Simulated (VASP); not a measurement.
Level of theory: r2SCAN meta-GGA, VASP's PBE PAW potentials (set 64) (plane waves; VASP).

A VASP calculation is set up with these files.

INCAR:
```
ALGO  =  All
EDIFF  =  1E-6
ENCUT  =  520
ISMEAR  =  0
ISPIN  =  2
ISYM  =  0
LASPH  =  T
LCHARG  =  F
LMIXTAU  =  T
LORBIT  =  10
LREAL  =  F
LWAVE  =  F
MAGMOM  =  1
METAGGA  =  R2SCAN
NELM  =  200
NUPDOWN  =  1
PREC  =  Normal
SIGMA  =  0.01
SYSTEM  =  Li atom
```

**POSCAR**
```
Li atom
1
   12.0000000000     0.0000000000     0.0000000000
    0.0000000000    12.5000000000     0.0000000000
    0.0000000000     0.0000000000    13.0000000000
Li
1
Direct
  0.0000000000   0.0000000000   0.0000000000
```

### KPOINTS
```
kpoints
0
Gamma
  1 1 1
0 0 0
```

POTCAR, in this order: Li_sv (PBE.64 set). Program: vasp_gam. Read from the step before: WAVECAR.

What VASP printed:

File OUTCAR:
```
 ion  position               nearest neighbor table
   1  0.000  0.000  0.000-
 Subroutine IBZKPT returns following result:
 Found      1 irreducible k-points:

 Following reciprocal coordinates:
            Coordinates               Weight
  0.000000  0.000000  0.000000      1.000000
   k-points           NKPTS =      1   k-points in BZ     NKDIM =      1   number of bands    NBANDS=      6
   number of dos      NEDOS =    301   number of ions     NIONS =      1
   total plane-waves  NPLWV = 392000
   dimension x,y,z NGX =    70 NGY =   70 NGZ =   80
   dimension x,y,z NGXF=   140 NGYF=  140 NGZF=  160
   ions per type =               1
   PREC   = normal    normal or accurate (medium, high low for compatibility)
   ISTART =      1    job   : 0-new  1-cont  2-samecut
   ICHARG =      0    charge: 1-file 2-atom 10-const
   ISPIN  =      2    spin polarized calculation?
   LNONCOLLINEAR =      F non collinear calculations
   LSORBIT =      F    spin-orbit coupling
   INIWAV =      1    electr: 0-lowe 1-rand  2-diag
   ENCUT  =  520.0 eV  38.22 Ry    6.18 a.u.  22.31 23.24 24.17*2*pi/ulx,y,z
   NELM   =    200;   NELMIN=  2; NELMDL=  0     # of ELM steps
   EDIFF  = 0.1E-05   stopping-criterion for ELM
   LREAL  =      F    real-space projection
   NLSPLINE    = F    spline interpolate recip. space projectors
   LMAXMIX     =    2 max onsite mixed and CHGCAR
   VOSKOWN=      0    Vosko Wilk Nusair interpolation
   EDIFFG = 0.1E-04   stopping-criterion for IOM
   NSW    =      0    number of steps for IOM
   NBLOCK =      1;   KBLOCK =      1    inner block; outer block
   IBRION =     -1    ionic relax: 0-MD 1-quasi-New 2-CG
   NFREE  =      0    steps in history (QN), initial steepest desc. (CG)
   ISIF   =      2    stress and relaxation
   ISYM   =      0    0-nonsym 1-usesym 2-fastsym
   TEIN   =    0.0    initial temperature
   TEBEG  =    0.0;   TEEND  =   0.0 temperature during run
   SMASS  =  -3.00    Nose mass-parameter (am)
   PSTRESS=    0.0 pullay stress
   NELECT =       3.0000    total number of electrons
...
```

### OSZICAR
```
       N       E                     dE             d eps       ncg     rms           ort
SDA:   1    -0.756060661083E+00   -0.75606E+00    0.00000E+00     6   0.378E-01   0.000E+00
CGA:   2    -0.762100980685E+00   -0.60403E-02   -0.60152E-02     6   0.247E-01   0.320E-03
CGA:   3    -0.765652437891E+00   -0.35515E-02   -0.35569E-02     6   0.835E-02   0.694E-03
CGA:   4    -0.767171492523E+00   -0.15191E-02   -0.15371E-02     6   0.456E-02  -0.437E-03
SDA:   5    -0.768196813029E+00   -0.10253E-02   -0.13080E-02     6   0.712E-02  -0.203E-02
CGA:   6    -0.768976484392E+00   -0.77967E-03   -0.78066E-03     6   0.193E-02   0.129E-03
CGA:   7    -0.769528994090E+00   -0.55251E-03   -0.51590E-03     6   0.151E-02   0.222E-03
SDA:   8    -0.770018536769E+00   -0.48954E-03   -0.94147E-03     6   0.478E-02  -0.991E-03
CGA:   9    -0.770588671886E+00   -0.57014E-03   -0.57840E-03     6   0.735E-03   0.346E-03
SDA:  10    -0.770628074298E+00   -0.39402E-04   -0.10623E-03     6   0.371E-03   0.448E-03
CGA:  11    -0.770805394085E+00   -0.17732E-03   -0.11972E-03     6   0.274E-03   0.860E-04
SDA:  12    -0.771052806348E+00   -0.24741E-03   -0.25932E-03     6   0.726E-04   0.151E-03
SDA:  13    -0.771058509363E+00   -0.57030E-05   -0.95593E-05     6   0.458E-04   0.552E-04
SDA:  14    -0.771060014881E+00   -0.15055E-05   -0.49394E-05     6   0.369E-04   0.430E-04
 trl  15    -0.771059683681E+00    0.33120E-06   -0.78528E-04     6   0.369E-04   0.355E-04
SDA:  16    -0.771058848809E+00    0.11661E-05   -0.78528E-04     6   0.270E-04   0.348E-04
SDA:  17    -0.771059257482E+00   -0.40867E-06   -0.26951E-05     6   0.229E-04   0.261E-04
 trl  18    -0.771059183172E+00    0.74310E-07   -0.74793E-04     6   0.229E-04   0.223E-04
SDA:  19    -0.771058921364E+00    0.33612E-06   -0.74793E-04     6   0.174E-04   0.220E-04
 trl  20    -0.771058632695E+00    0.28867E-06   -0.70667E-04     6   0.174E-04   0.171E-04
SDA:  21    -0.771058374843E+00    0.54652E-06   -0.70667E-04     6   0.135E-04   0.170E-04
   1 F= -.77105837E+00 E0= -.77105837E+00  d E =-.190725E-62  mag=     1.0000
```

OUTCAR:
```
------------------------ aborting loop because EDIFF is reached ----------------------------------------
  FORCE on cell =-STRESS in cart. coord.  units (eV):
  Direction    XX          YY          ZZ          XY          YZ          ZX
  --------------------------------------------------------------------------------------
  Total       -0.1007837     -0.0820883      0.0019471      0.0000209     -0.0010140      0.0021480
  in kB       -0.0828069     -0.0674462      0.0015998      0.0000172     -0.0008332      0.0017648
  external PRESSURE =      -0.0495511 kB  Pullay stress =       0.0000000 kB
  volume of cell :     1950.00
      direct lattice vectors                 reciprocal lattice vectors
    12.000000000  0.000000000  0.000000000     0.083333333  0.000000000  0.000000000
     0.000000000 12.500000000  0.000000000     0.000000000  0.080000000  0.000000000
     0.000000000  0.000000000 13.000000000     0.000000000  0.000000000  0.076923077
 POSITION                                       TOTAL-FORCE (eV/Angst)
 -----------------------------------------------------------------------------------
      0.00000      0.00000      0.00000        -0.000008     -0.000007      0.000004
 -----------------------------------------------------------------------------------
    total drift:                               -0.000008     -0.000007      0.000004
  FREE ENERGIE OF THE ION-ELECTRON SYSTEM (eV)
  ---------------------------------------------------
  free  energy   TOTEN  =        -0.7710583748 eV

  energy  without entropy=       -0.7710583748  energy(sigma->0) =       -0.77105837

 total charge

# of ion       s       p       d       tot
------------------------------------------
    1        2.033   0.000   0.000   2.033

 magnetization (x)

# of ion       s       p       d       tot
------------------------------------------
    1        0.051   0.000   0.000   0.051
```
(Selected blocks of OUTCAR.)

The atom may not be in its lowest state.

The cell is a free atom in a box.
